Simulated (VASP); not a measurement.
Computed with PBE GGA with D3 dispersion (Becke-Johnson damping), VASP's PBE PAW potentials (set 64) (plane waves; VASP 6.6.1).

A VASP calculation is set up with these files.

**POSCAR**
```
Ti
1
    1.4557196758    -2.5213804955     0.0000000000
    1.4557196758     2.5213804955     0.0000000000
    0.0000000000     0.0000000000     4.6204605347
Ti
2
Direct
  0.3333330000   0.6666670000   0.2500000000
  0.6666670000   0.3333330000   0.7500000000
```

**INCAR**
```
SYSTEM = Ti
PREC = Accurate; ENCUT = 520; LREAL = .FALSE.
LASPH = .TRUE.
EDIFF = 1E-7; NELM = 100; ALGO = Normal
LMAXMIX = 4
ISMEAR = 1; SIGMA = 0.1
GGA = PE; IVDW = 12
IBRION = 2; NSW = 30; ISIF = 4
EDIFFG = -0.01
LWAVE = .FALSE.; LCHARG = .FALSE.
```

File KPOINTS:
```
Automatic mesh
0
Gamma
14 14 8
0 0 0
```

POTCAR, in this order: Ti_sv (PBE.64 set). Program: vasp_std.

The resulting files:

**OUTCAR**
```
 ion  position               nearest neighbor table
   1  0.333  0.667  0.250-   2 2.86   2 2.86   2 2.86   2 2.86   2 2.86   2 2.86
   2  0.667  0.333  0.750-   1 2.86   1 2.86   1 2.86   1 2.86   1 2.86   1 2.86
  LATTYP: Found a hexagonal cell.
 ALAT       =     2.9114393996
 C/A-ratio  =     1.5870021321
 Subroutine PRICEL returns:
 Original cell was already a primitive cell.
 Subroutine GETGRP returns: Found 24 space group operations
The static configuration has the point symmetry D_3d.
 The point group associated with its full space group is D_6h.
The dynamic configuration has the point symmetry D_3d.
 Subroutine INISYM returns: Found 24 space group operations
 Subroutine IBZKPT returns following result:
 Found    120 irreducible k-points:

 Following reciprocal coordinates:
            Coordinates               Weight
  0.000000  0.000000  0.000000      1.000000
  0.071429 -0.000000  0.000000      6.000000
  0.142857 -0.000000  0.000000      6.000000
  0.214286 -0.000000  0.000000      6.000000
  0.285714  0.000000  0.000000      6.000000
  0.357143  0.000000  0.000000      6.000000
  0.428571 -0.000000  0.000000      6.000000
  0.500000  0.000000  0.000000      3.000000
  0.071429  0.071429  0.000000      6.000000
  0.142857  0.071429  0.000000     12.000000
  0.214286  0.071429  0.000000     12.000000
  0.285714  0.071429  0.000000     12.000000
  0.357143  0.071429  0.000000     12.000000
  0.428571  0.071429  0.000000     12.000000
  0.142857  0.142857  0.000000      6.000000
  0.214286  0.142857  0.000000     12.000000
  0.285714  0.142857  0.000000     12.000000
  0.357143  0.142857  0.000000     12.000000
  0.428571  0.142857  0.000000      6.000000
  0.214286  0.214286  0.000000      6.000000
  0.285714  0.214286  0.000000     12.000000
  0.357143  0.214286  0.000000     12.000000
  0.285714  0.285714  0.000000      6.000000
  0.357143  0.285714  0.000000      6.000000
  0.000000  0.000000  0.125000      2.000000
  0.071429 -0.000000  0.125000     12.000000
  0.142857 -0.000000  0.125000     12.000000
  0.214286 -0.000000  0.125000     12.000000
  0.285714  0.000000  0.125000     12.000000
  0.357143  0.000000  0.125000     12.000000
  0.428571 -0.000000  0.125000     12.000000
  0.500000  0.000000  0.125000      6.000000
  0.071429  0.071429  0.125000     12.000000
  0.142857  0.071429  0.125000     24.000000
  0.214286  0.071429  0.125000     24.000000
  0.285714  0.071429  0.125000     24.000000
  0.357143  0.071429  0.125000     24.000000
  0.428571  0.071429  0.125000     24.000000
  0.142857  0.142857  0.125000     12.000000
  0.214286  0.142857  0.125000     24.000000
   k-points           NKPTS =    120   k-points in BZ     NKDIM =    120   number of bands    NBANDS=     16
   number of dos      NEDOS =    301   number of ions     NIONS =      2
   total plane-waves  NPLWV =  20736
   dimension x,y,z NGX =    24 NGY =   24 NGZ =   36
   dimension x,y,z NGXF=    48 NGYF=   48 NGZF=   72
   ions per type =               2
   PREC   = accura    normal or accurate (medium, high low for compatibility)
   ISTART =      0    job   : 0-new  1-cont  2-samecut
   ICHARG =      2    charge: 1-file 2-atom 10-const
   ISPIN  =      1    spin polarized calculation?
   LNONCOLLINEAR =      F non collinear calculations
   LSORBIT =      F    spin-orbit coupling
   INIWAV =      1    electr: 0-lowe 1-rand  2-diag
   ENCUT  =  520.0 eV  38.22 Ry    6.18 a.u.   5.41  5.41  8.59*2*pi/ulx,y,z
   NELM   =    100;   NELMIN=  2; NELMDL= -5     # of ELM steps
   EDIFF  = 0.1E-06   stopping-criterion for ELM
   LREAL  =      F    real-space projection
...
```

File OSZICAR:
```
       N       E                     dE             d eps       ncg     rms          rms(c)
DAV:   1     0.246501750675E+03    0.24650E+03   -0.13638E+04  3840   0.189E+03
DAV:   2     0.109144601228E+02   -0.23559E+03   -0.23420E+03  3968   0.493E+02
DAV:   3    -0.165066535169E+02   -0.27421E+02   -0.27182E+02  7584   0.136E+02
DAV:   4    -0.176043039013E+02   -0.10977E+01   -0.10976E+01  3904   0.291E+01
DAV:   5    -0.176674499488E+02   -0.63146E-01   -0.63144E-01  6376   0.475E+00    0.121E+01
DAV:   6    -0.156580458072E+02    0.20094E+01   -0.74935E+00  4520   0.323E+01    0.313E+00
DAV:   7    -0.156454065002E+02    0.12639E-01   -0.81160E-01  5752   0.779E+00    0.206E+00
DAV:   8    -0.156754658116E+02   -0.30059E-01   -0.22476E-01  4496   0.627E+00    0.707E-01
DAV:   9    -0.156664307307E+02    0.90351E-02   -0.51924E-02  4592   0.268E+00    0.681E-02
DAV:  10    -0.156667122820E+02   -0.28155E-03   -0.26529E-03  6072   0.429E-01    0.841E-02
DAV:  11    -0.156667286724E+02   -0.16390E-04   -0.18358E-04  5000   0.130E-01    0.291E-02
DAV:  12    -0.156667174920E+02    0.11180E-04   -0.32708E-05  4936   0.524E-02    0.224E-03
DAV:  13    -0.156667193725E+02   -0.18805E-05   -0.76976E-07  4816   0.852E-03    0.751E-04
DAV:  14    -0.156667202007E+02   -0.82822E-06   -0.14199E-07  3200   0.293E-03    0.283E-04
DAV:  15    -0.156667203250E+02   -0.12423E-06   -0.24788E-08  2416   0.153E-03    0.100E-04
DAV:  16    -0.156667203105E+02    0.14458E-07   -0.80290E-09  2288   0.821E-04
   1 F= -.16900270E+02 E0= -.16901038E+02  d E =-.169003E+02
       N       E                     dE             d eps       ncg     rms          rms(c)
DAV:   1    -0.156669373497E+02   -0.21702E-03   -0.12364E-02  4056   0.161E+00    0.103E-01
DAV:   2    -0.156668112302E+02    0.12612E-03   -0.71266E-04  3872   0.336E-01    0.543E-02
DAV:   3    -0.156667541922E+02    0.57038E-04   -0.21034E-04  5624   0.156E-01    0.633E-03
DAV:   4    -0.156667543418E+02   -0.14960E-06   -0.17402E-05  4544   0.612E-02    0.317E-03
DAV:   5    -0.156667545568E+02   -0.21500E-06   -0.65410E-07  4928   0.926E-03    0.418E-04
DAV:   6    -0.156667545792E+02   -0.22360E-07   -0.24457E-08  2232   0.210E-03
   2 F= -.16900308E+02 E0= -.16901075E+02  d E =-.374772E-04
```

**OUTCAR**
```
------------------------ aborting loop because EDIFF is reached ----------------------------------------
 Edisp (eV)   -1.23355
  FORCE on cell =-STRESS in cart. coord.  units (eV):
  Direction    XX          YY          ZZ          XY          YZ          ZX
  --------------------------------------------------------------------------------------
  Total      -0.72568    -0.72568    -0.74654     0.00000    -0.00000     0.00000
  in kB     -34.27852   -34.27852   -35.26385     0.00000    -0.00000     0.00000
  external pressure =      -34.61 kB  Pullay stress =        0.00 kB
  volume of cell :       33.92
      direct lattice vectors                 reciprocal lattice vectors
     1.456398795 -2.522556762  0.000000000     0.343312561 -0.198211595 -0.000000000
     1.456398795  2.522556762  0.000000000     0.343312561  0.198211595 -0.000000000
     0.000000000 -0.000000000  4.616152502    -0.000000000  0.000000000  0.216630625
 POSITION                                       TOTAL-FORCE (eV/Angst)
 -----------------------------------------------------------------------------------
      1.45640      0.84085      1.15404        -0.000000      0.000000      0.000000
      1.45640     -0.84085      3.46211         0.000000     -0.000000      0.000000
 -----------------------------------------------------------------------------------
    total drift:                                0.000000      0.001059     -0.000021
  FREE ENERGIE OF THE ION-ELECTRON SYSTEM (eV)
  ---------------------------------------------------
  free  energy   TOTEN  =       -16.9003075426 eV

  energy  without entropy=      -16.9026096832  energy(sigma->0) =      -16.90107492

 reached required accuracy - stopping structural energy minimisation
```
(Selected blocks of OUTCAR.)

**CONTCAR**
```
Ti
   1.00000000000000
     1.4563987945299395   -2.5225567617615816    0.0000000000000000
     1.4563987945299395    2.5225567617615816    0.0000000000000000
     0.0000000000000000   -0.0000000000000000    4.6161525015288287
  Ti
     2
Direct
     0.3333330000000032    0.6666669999999968    0.2500000000000000
     0.6666669999999968    0.3333330000000032    0.7500000000000000
```

OUTCAR:
```
 val. band max:        8.5920785875   @ k =   0.2143   0.2143   0.5000

 cond. band min:       8.6083371350   @ k =   0.2857   0.2857   0.3750


 Fermi energy:         8.5993777530

 k-point     1 :       0.0000    0.0000    0.0000
  band No.  band energies     occupation
      1     -48.2354      2.00000
      2     -48.0852      2.00000
      3     -24.8535      2.00000
      4     -24.1567      2.00000
      5     -24.1567      2.00000
      6     -24.0902      2.00000
      7     -24.0489      2.00000
      8     -24.0489      2.00000
      9       2.3232      2.00000
     10       5.8400      2.00000
     11       9.3780     -0.00000
     12       9.3780     -0.00000
     13       9.4193     -0.00000
     14       9.4865     -0.00000
     15       9.8928     -0.00000
     16       9.8928     -0.00000

 k-point     2 :       0.0714   -0.0000    0.0000
  band No.  band energies     occupation
      1     -48.2299      2.00000
      2     -48.0830      2.00000
      3     -24.8414      2.00000
      4     -24.1816      2.00000
      5     -24.1650      2.00000
      6     -24.0953      2.00000
      7     -24.0749      2.00000
      8     -24.0521      2.00000
      9       2.4701      2.00000
     10       5.9564      2.00000
     11       9.1032     -0.00000
     12       9.1295     -0.00000
     13       9.4823     -0.00000
     14       9.6973     -0.00000
     15       9.8218     -0.00000
     16       9.9856     -0.00000

 k-point     3 :       0.1429   -0.0000    0.0000
  band No.  band energies     occupation
      1     -48.2141      2.00000
      2     -48.0771      2.00000
      3     -24.8063      2.00000
      4     -24.2517      2.00000
      5     -24.1878      2.00000
      6     -24.1465      2.00000
      7     -24.1107      2.00000
      8     -24.0617      2.00000
      9       2.8969      2.00000
     10       6.2705      2.00000
     11       8.5324      1.89743
     12       8.7043     -0.05901
     13       9.5978     -0.00000
...
```

The compound is Ti in the hcp structure. This cell is one point of a volume scan, at 1.03 of the reference volume. Symmetry was kept, so distortions that lower it aren't found.
